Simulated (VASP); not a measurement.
An input for Quantum ESPRESSO's pw.x (written as the equivalent of a VASP run, and not itself run):

```
&CONTROL
  calculation = 'scf'
  pseudo_dir = './pseudo'
  outdir = './out'
  tprnfor = .true.
  tstress = .true.
/
&SYSTEM
  ibrav = 0
  nat = 2
  ntyp = 2
  ecutwfc = 82
  occupations = 'smearing'
  smearing = 'fermi-dirac'
  degauss = 0.000735
  input_dft = 'pbe'
/
&ELECTRONS
  conv_thr = 7.3e-08
  electron_maxstep = 100
/
ATOMIC_SPECIES
  Ag 107.868 Ag.upf
  I 126.904 I.upf
CELL_PARAMETERS angstrom
     0.0000000    3.2262990    3.2262990
     3.2262990    0.0000000    3.2262990
     3.2262990    3.2262990    0.0000000
ATOMIC_POSITIONS crystal
  Ag   0.0000000  0.0000000  0.0000000
  I    0.7500000  0.7500000  0.7500000
K_POINTS automatic
  9 9 9 0 0 0
```

Task: Write the VASP files for the same calculation (PBE).

Result: One answer among several that fit: 
File POSCAR:
```
AgI
4.5626760
  0.0000000000   0.7071067505   0.7071067505
  0.7071067505   0.0000000000   0.7071067505
  0.7071067505   0.7071067505   0.0000000000
Ag I
1 1
Cart
  0.0000000000   0.0000000000   0.0000000000
  1.0606601258   1.0606601258   1.0606601258
```

KPOINTS:
```
Automatic
0
Gamma
 9 9 9
0 0 0
```

INCAR:
```
SYSTEM = AgI
PREC = Accurate
ENCUT = 300
EDIFF = 1E-6
NELM = 100
ALGO = Normal
LREAL = .FALSE.
LASPH = .TRUE.
ISMEAR = -1
SIGMA = 0.01
GGA = PE
LMAXMIX = 4
LWAVE = .FALSE.
LCHARG = .FALSE.
ISIF = 2
```

POTCAR, in this order: Ag I (PBE.64 set). Program: vasp_std.

The two are equivalent in intent, not identical: the potentials are each code's own (VASP's PAW set, PseudoDojo norm-conserving files in pw.x), so ENCUT and ecutwfc are chosen apart and not converted; conv_thr bounds pw.x's estimated SCF error, while EDIFF bounds the energy change between steps.

The structure comes from a computed database's AgI entry; how it stands against other phases isn't given here. The cell was not relaxed at this level.
